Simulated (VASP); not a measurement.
OSZICAR of a VASP run on CaO (rock salt):

**OSZICAR**
```
       N       E                     dE             d eps       ncg     rms          rms(c)
DAV:   1     0.224402919426E+03    0.22440E+03   -0.73104E+03   192   0.135E+03
DAV:   2     0.939314182119E+00   -0.22346E+03   -0.20778E+03   308   0.567E+02
DAV:   3    -0.210991090264E+02   -0.22038E+02   -0.20746E+02   300   0.192E+02
DAV:   4    -0.218330327129E+02   -0.73392E+00   -0.72485E+00   312   0.349E+01
DAV:   5    -0.218562650320E+02   -0.23232E-01   -0.23131E-01   268   0.548E+00    0.127E+01
DAV:   6    -0.179377660289E+02    0.39185E+01   -0.16206E+01   352   0.542E+01    0.146E+01
DAV:   7    -0.178294930511E+02    0.10827E+00   -0.82324E-01   304   0.117E+01    0.699E+00
DAV:   8    -0.177677013805E+02    0.61792E-01   -0.20251E-01   272   0.785E+00    0.174E+00
DAV:   9    -0.177656700605E+02    0.20313E-02   -0.20773E-02   328   0.296E+00    0.640E-01
DAV:  10    -0.177653648689E+02    0.30519E-03   -0.41853E-03   264   0.120E+00    0.724E-02
DAV:  11    -0.177654153176E+02   -0.50449E-04   -0.47526E-04   336   0.255E-01    0.582E-02
DAV:  12    -0.177654312591E+02   -0.15941E-04   -0.10857E-04   296   0.135E-01    0.180E-02
DAV:  13    -0.177654238187E+02    0.74405E-05   -0.30827E-05   324   0.663E-02    0.436E-03
DAV:  14    -0.177654240797E+02   -0.26100E-06   -0.15768E-06   284   0.176E-02    0.403E-03
DAV:  15    -0.177654241209E+02   -0.41227E-07   -0.17327E-07   324   0.605E-03    0.113E-03
DAV:  16    -0.177654241109E+02    0.99840E-08   -0.96841E-08   336   0.386E-03
   1 F= -.17765424E+02 E0= -.17765424E+02  d E =-.137718-113
```

Question: Which electronic solver shows in the log?

Answer: It is blocked Davidson (ALGO = Normal, or the opening steps of other solvers). The INCAR had ALGO = Normal.

Question: Can the final energy be trusted as converged?

Answer: Self-consistency was reached. It stopped with EDIFF = 1E-8, NELM = 100 (PBE GGA, plane waves, VASP's PBE PAW potentials (set 64)).

The compound is CaO in the rock salt structure. The cell was not relaxed at this level. The k-mesh is coarse (spacing up to 0.57 per Å, 2π included), so the numbers may not be converged in it.
